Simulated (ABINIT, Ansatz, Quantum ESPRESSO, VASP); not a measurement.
Code comparison for Ga₃Tc (I4/mmm, 4 atoms in the cell)

Self-consistent single point.

```
Ga3Tc
1.0
   -1.89565     1.89565     4.04575
    1.89565    -1.89565     4.04575
    1.89565     1.89565    -4.04575
Ga Tc
3 1
Cartesian
  0.00000   1.89565   2.02287
  1.89565   0.00000   2.02287
  0.00000   0.00000   4.04575
  0.00000   0.00000   0.00000
```

Shared settings, as Ansatz (a first-principles code) writes them: kpoints.mp_grid.grid = 3 3 3; scf.occupations.method = gaussian; scf.occupations.width = 0.1 eV. Potentials and cutoffs stand in the table.

| code | model | pressure (GPa) | cutoff |
|---|---|---|---|
| Ansatz | LDA (PW92), PAW files | -5.61 | 500 eV |
| VASP | LDA (PZ), VASP's LDA PAW potentials (set 64) | -5.62 | 300 eV |
| ABINIT | LDA (PW92), PAW (JTH v2.0 LDA PAW) | -5.59 | 40 Ry |
| Quantum ESPRESSO | LDA (PZ), GBRV 1.5 ultrasoft (LDA) pseudopotentials | -5.84 | 50 Ry |

On Ansatz's run: spin polarisation is off.

The spread over the programs that give each value: pressure within 0.25 GPa.

Ansatz's pressure is given at a fixed set of plane waves, as the other plane-wave codes print theirs; with its correction for the finite basis it is -5.58 GPa. The same LDA comes in different parametrisations, which differ slightly.

On the base mesh (9 9 9) the same programs gave: Quantum ESPRESSO pressure -5.89 GPa; Ansatz pressure -5.68 GPa; ABINIT pressure -5.65 GPa; VASP pressure -5.73 GPa.

VASP's run is marked for a possible Pulay error in its stress at this cutoff; no cutoff test was made.

The starting cell comes from a database of computed structures (which also holds hypothetical and non-ambient phases and stackings), without a prior relaxation at this level.

Left out of this page: Elk and SIESTA (not drawn, or without a comparable value).

Keys are those of Ansatz 0.2.
